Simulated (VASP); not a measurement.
Consider the following.

```
CELL_PARAMETERS angstrom
      3.83844     0.00000     0.00000
     -1.91922     3.32419     0.00000
      0.00000     0.00000     6.29727
ATOMIC_POSITIONS crystal
  Al 0.33333 0.66667 0.00004
  Al 0.66667 0.33333 0.50004
  P  0.33333 0.66667 0.37496
  P  0.66667 0.33333 0.87496
```

The numbers are results of LDA (Ceperley-Alder, Perdew-Zunger), VASP's LDA PAW potentials (set 64) (plane waves; VASP), not measurements. Settings: 400 eV cut-off, 6×6×3 Γ-centred mesh, Gaussian smearing of 0.050 eV, potentials Al P.

Q: What does the run give for the energy per atom (σ→0), band gap (on the k-mesh) with the smallest direct gap where there is one?

A: 
```yaml
band gap (on the k-mesh): 1.78 eV
smallest direct gap (on the k-mesh): 2.32 eV
energy per atom (σ→0): -5.699 eV/atom
```

The structure comes from a computed database's AlP entry (P6_3mc); how it stands against other phases isn't given here. It was relaxed first. The start is the result of an earlier pass.
